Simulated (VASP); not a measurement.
Data:

```xyz
2
Lattice="0.0000 2.2781 2.2781 2.2781 0.0000 2.2781 2.2781 2.2781 0.0000" Properties=species:S:1:pos:R:3 pbc="T T T"
Ga     0.0000     0.0000     0.0000
N      3.4171     3.4171     3.4171
```

All values below come from PBE GGA, VASP's PBE PAW potentials (set 64) (plane waves; VASP). Numerical set-up: 400 eV cut-off, 6×6×6 Γ-centred mesh, Gaussian smearing of 0.010 eV, potentials Ga_d N.

Q: Give the energies of bands 7 to 11 at the high-symmetry points, in eV from the valence-band maximum.

A: 
```json
[
 {"band": "7", "Γ": "0.00", "X": "-6.01", "U": "-5.75", "L": "-6.85", "W": "-5.59"},
 {"band": "8", "Γ": "0.00", "X": "-2.61", "U": "-4.10", "L": "-0.94", "W": "-3.56"},
 {"band": "9", "Γ": "0.00", "X": "-2.61", "U": "-2.10", "L": "-0.94", "W": "-3.49"},
 {"band": "10", "Γ": "1.50", "X": "3.33", "U": "4.93", "L": "4.40", "W": "6.16"},
 {"band": "11", "Γ": "10.08", "X": "6.45", "U": "7.59", "L": "8.56", "W": "8.06"}
]
```

The gap is direct, 1.50 eV, from the valence maximum at Γ to the conduction minimum at Γ.

The structure comes from a computed database's GaN entry; how it stands against other phases isn't given here. The cell was not relaxed at this level.
